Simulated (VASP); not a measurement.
```yaml
crystal:
  lattice:
    - [4.12520, 0.00000, 0.00000]
    - [0.00000, 4.12520, 0.00000]
    - [0.00000, 0.00000, 4.12520]
  atoms:
    - { symbol: K, position: [0.00000, 0.00000, 0.00000] }
    - { symbol: Mg, position: [0.50000, 0.50000, 0.50000] }
    - { symbol: F, position: [0.50000, 0.00000, 0.50000] }
    - { symbol: F, position: [0.00000, 0.50000, 0.50000] }
    - { symbol: F, position: [0.50000, 0.50000, 0.00000] }
```

The numbers are results of RPBE GGA, VASP's PBE PAW potentials (set 64) (plane waves; VASP), not measurements. Run with 520 eV cut-off, 6×6×6 Γ-centred mesh, Gaussian smearing of 0.050 eV, potentials K_sv Mg F.

**Question.** Predict the energy per atom (σ→0), band gap (on the k-mesh) with the smallest direct gap where there is one.

**Answer.** 
```json
{
  "band gap (on the k-mesh)": "6.87 eV",
  "smallest direct gap (on the k-mesh)": "7.18 eV",
  "energy per atom (σ→0)": "-4.648 eV/atom"
}
```

The compound is KMgF3 in the cubic perovskite structure. It was relaxed first, which changed the volume by +11 %.
